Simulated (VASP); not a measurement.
Calculation: PBEsol GGA, VASP's PBE PAW potentials (set 64) (plane waves; VASP).

VASP input:

**KPOINTS**
```
Automatic
0
gamma
  7 7 7
```

**INCAR**
```
# general
SYSTEM  = KI
PREC    = Accurate
ENCUT   = 520
LREAL   = .FALSE.
LASPH   = .TRUE.

# electronic loop
EDIFF   = 1E-7
NELM    = 100
ALGO    = Normal
LMAXMIX = 4

# smearing
ISMEAR  = 0
SIGMA   = 0.05

# functional
GGA     = PS

# ions
ISIF    = 2

# output
LWAVE   = .FALSE.
LCHARG  = .FALSE.
```

### POSCAR
```
KI
1
    0.0000000000     3.4353401857     3.4353401857
    3.4353401857     0.0000000000     3.4353401857
    3.4353401857     3.4353401857     0.0000000000
K I
1 1
Direct
  0.0000000000   0.0000000000   0.0000000000
  0.5000000000   0.5000000000   0.5000000000
```

POTCAR, in this order: K_sv I (PBE.64 set). Program: vasp_std.

Unless said otherwise, spin-orbit coupling is left out, though it shifts the bands of the heavy elements here.

### Question
What does the run give for the energy per atom (σ→0), band gap (on the k-mesh)?

### Answer

energy per atom (σ→0): -279.9 kJ/mol of atoms
band gap (on the k-mesh): 4.00 eV

OSZICAR:
```
...
DAV:   8    -0.580208918856E+01   -0.29019E-02   -0.16607E-02   584   0.114E+00    0.245E-01
DAV:   9    -0.580199143055E+01    0.97758E-04   -0.58046E-04   628   0.178E-01    0.934E-02
DAV:  10    -0.580223099981E+01   -0.23957E-03   -0.38775E-04   576   0.121E-01    0.906E-02
DAV:  11    -0.580223029086E+01    0.70895E-06   -0.52174E-05   600   0.484E-02    0.119E-02
DAV:  12    -0.580223028464E+01    0.62137E-08   -0.37077E-06   628   0.198E-02    0.125E-02
DAV:  13    -0.580223107113E+01   -0.78649E-06   -0.87379E-07   588   0.841E-03    0.219E-03
DAV:  14    -0.580223110264E+01   -0.31507E-07   -0.15920E-07   580   0.276E-03
   1 F= -.58022311E+01 E0= -.58022311E+01  d E =-.134190E-21
```

The compound is KI in the rock salt structure. This cell is one point of a volume scan, at 0.94 of the reference volume.
